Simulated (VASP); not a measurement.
A run of VASP 6.6.1:

File INCAR:

```
PREC     = Accurate       # precision mode
ENCUT    = 600            # plane-wave cutoff, eV
EDIFF    = 1E-7           # SCF threshold, eV
ISMEAR   = 0              # smearing method
SIGMA    = 0.05           # smearing width, eV
LREAL    = False          # projectors in reciprocal space
LASPH    = True           # aspherical terms in the spheres
NELM     = 60             # most SCF steps
ALGO     = Normal         # electronic algorithm
ISIF     = 3              # what is computed and relaxed
LWAVE    = False          # write WAVECAR
LCHARG   = False          # write CHGCAR
GGA      = PE             # functional
IBRION   = 2              # ionic algorithm
NSW      = 40             # ionic steps
EDIFFG   = -0.01          # ionic threshold
```

File KPOINTS:

```
Automatic mesh
0
Gamma
  6 6 6
```

Contents of POSCAR:

```
SbAs2
1.0
    0.0000000000      4.0494700000      4.0494700000
    4.0494700000      0.0000000000      4.0494700000
    4.0494700000      4.0494700000      0.0000000000
Sb As
2 4
Direct
    0.7500000000      0.7500000000      0.7500000000
    0.5000000000      0.5000000000      0.5000000000
    0.1250000000      0.1250000000      0.1250000000
    0.6250000000      0.1250000000      0.1250000000
    0.1250000000      0.1250000000      0.6250000000
    0.1250000000      0.6250000000      0.1250000000
```

Potentials or basis: VASP PAW PBE potentials, release 64 (Sb, As).

Launch:

```bash
$ cat potpaw_PBE.64/Sb/POTCAR potpaw_PBE.64/As/POTCAR > POTCAR
$ mpirun -np 1 vasp_std > vasp.out
```

Hardware: 1 thread of AMD EPYC 7571 (shared host).

Q: Estimate the wall time of this run.

A: Wall time 3.9 min on 1 thread of AMD EPYC 7571, with other jobs on the host, peak memory 0.3 GiB. Counts: scf iterations 26, k points 16, ion steps 3.
